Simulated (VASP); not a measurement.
```xyz
2
Lattice="0.0000 2.3200 2.3200 2.3200 0.0000 2.3200 2.3200 2.3200 0.0000" Properties=species:S:1:pos:R:3 pbc="T T T"
Hf     0.0000     0.0000     0.0000
C      2.3200     2.3200     2.3200
```

Computed with PBEsol GGA, VASP's PBE PAW potentials (set 64) (plane waves; VASP). Run with 520 eV cut-off, 12×12×12 Γ-centred mesh, first-order Methfessel-Paxton smearing of 0.10 eV, potentials Hf_pv C.

Energy and stress use the plane-wave basis of the starting cell.

The ions, cell shape and volume are relaxed. What does this cell relax into?

```xyz
2
Lattice="0.0000 2.3029 2.3029 2.3029 0.0000 2.3029 2.3029 2.3029 0.0000" Properties=species:S:1:pos:R:3 pbc="T T T"
Hf     0.0000     0.0000     0.0000
C      2.3029     2.3029     2.3029
```
Space group Fm-3m (225), at a tolerance of 0.03 Å.

How do energy and volume change from the first to the last step?

The energy (σ→0) changes by -4.8 meV/atom and the volume by -2.2 %, in 3 ionic steps.

The compound is HfC in the rock salt structure. This run relaxes it. Symmetry was kept, so distortions that lower it aren't found.
